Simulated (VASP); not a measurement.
An input for Quantum ESPRESSO's pw.x (written as the equivalent of a VASP run, and not itself run):

```
&CONTROL
  calculation = 'scf'
  pseudo_dir = './pseudo'
  outdir = './out'
  tprnfor = .true.
  tstress = .true.
/
&SYSTEM
  ibrav = 0
  nat = 8
  ntyp = 3
  ecutwfc = 84
  occupations = 'tetrahedra'
  input_dft = 'pbesol'
/
&ELECTRONS
  conv_thr = 7.3e-09
  electron_maxstep = 100
/
ATOMIC_SPECIES
  Ga 69.723 Ga.upf
  Sb 121.760 Sb.upf
  As 74.922 As.upf
CELL_PARAMETERS angstrom
     5.9982366    0.0000000   -0.0000000
     0.0000000    5.9982366    0.0000000
    -0.0000000    0.0000000    5.9982366
ATOMIC_POSITIONS crystal
  Ga   0.0089905  0.9910095  0.9910095
  Ga   0.4910095  0.5089905  0.9910095
  Ga   0.4910095  0.9910095  0.5089905
  Ga   0.0089905  0.5089905  0.5089905
  Sb   0.2500000  0.2500000  0.2500000
  Sb   0.7500000  0.7500000  0.2500000
  Sb   0.7500000  0.2500000  0.7500000
  As   0.2500000  0.7500000  0.7500000
K_POINTS automatic
  7 7 7 0 0 0
```

Task: Write the VASP files for the same calculation (PBEsol).

Result: One answer among several that fit: 
**KPOINTS**
```
Automatic
0
G
 7 7 7
0 0 0
```

**POSCAR**
```
Ga4AsSb3
1
    5.9982366416     0.0000000000    -0.0000000000
    0.0000000000     5.9982366416     0.0000000000
   -0.0000000000     0.0000000000     5.9982366416
Ga Sb As
4 3 1
Direct
  0.0089905141   0.9910094859   0.9910094859
  0.4910094859   0.5089905141   0.9910094859
  0.4910094859   0.9910094859   0.5089905141
  0.0089905141   0.5089905141   0.5089905141
  0.2500000000   0.2500000000   0.2500000000
  0.7500000000   0.7500000000   0.2500000000
  0.7500000000   0.2500000000   0.7500000000
  0.2500000000   0.7500000000   0.7500000000
```

### INCAR
```
ISIF = 2
ISMEAR = -5   # tetrahedra, Bloechl
LMAXMIX = 4
LASPH = .True.
SYSTEM = Ga4AsSb3
LREAL = .False.   # projection in real space or not
LORBIT = 11   # lm-projected
LCHARG = .True.
ALGO = Normal   # blocked Davidson
NEDOS = 601   # DOS grid
PREC = Accurate
NELM = 100   # most electronic steps
LWAVE = .False.
EDIFF = 1E-7   # SCF stop (eV)
GGA = PS
ENCUT = 400   # plane-wave cut-off (eV)
```

POTCAR, in this order: Ga_d Sb As (PBE.64 set). Program: vasp_std.

The two are equivalent in intent, not identical: the potentials are each code's own (VASP's PAW set, PseudoDojo norm-conserving files in pw.x), so ENCUT and ecutwfc are chosen apart and not converted; conv_thr bounds pw.x's estimated SCF error, while EDIFF bounds the energy change between steps.

The structure was generated: Ga4AsSb3 was put into an ordered model structure (P-43m), which need not be its known phase. It was relaxed first.
